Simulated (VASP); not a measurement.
Here is the system:

```
CELL_PARAMETERS angstrom
     -1.62500     1.62500     2.47500
      1.62500    -1.62500     2.47500
      1.62500     1.62500    -2.47500
ATOMIC_POSITIONS crystal
  In 0.00000 0.00000 0.00000
```

Calculation: r2SCAN+rVV10, VASP's PBE PAW potentials (set 64) (plane waves; VASP). Settings: 520 eV cut-off, 14×14×14 Γ-centred mesh, first-order Methfessel-Paxton smearing of 0.10 eV, potentials In_d.

Task: The ions, cell shape and volume are relaxed. Which structure does the run end with?

Result: 
```
CELL_PARAMETERS angstrom
     -1.60829     1.60829     2.48654
      1.60829    -1.60829     2.48654
      1.60829     1.60829    -2.48654
ATOMIC_POSITIONS crystal
  In 0.00000 0.00000 0.00000
```
Space group I4/mmm (139), at a tolerance of 0.03 Å.

Task: How do energy and volume change from the first to the last step?

Result: The energy (σ→0) changes by -1.5 meV/atom and the volume by -1.6 %, in 5 ionic steps.

The compound is In in the bct structure. This run relaxes it. Symmetry was kept, so distortions that lower it aren't found.
